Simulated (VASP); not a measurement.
```xyz
2
Lattice="1.8005 -3.1185 0.0000 1.8005 3.1185 0.0000 0.0000 0.0000 5.6274" Properties=species:S:1:pos:R:3 pbc="T T T"
Y      1.8005     1.0395     1.4068
Y      1.8005    -1.0395     4.2205
```

Level of theory: PBEsol GGA, VASP's PBE PAW potentials (set 64) (plane waves; VASP). Numerical set-up: 480 eV cut-off, 12×12×6 Γ-centred mesh, first-order Methfessel-Paxton smearing of 0.10 eV, potentials Y_sv.

**Question.** Estimate the energy per atom (σ→0), band gap (on the k-mesh) with the smallest direct gap where there is one.

**Answer.** 
The band gap (on the k-mesh) comes out as none (metal, semimetal or under 0.01 eV). The energy per atom (σ→0) is -6.820 eV/atom.

The absolute energy has meaning only against runs of the same code, potentials and settings.

The compound is Y in the hcp structure. This cell was strained or had an atom moved on purpose.
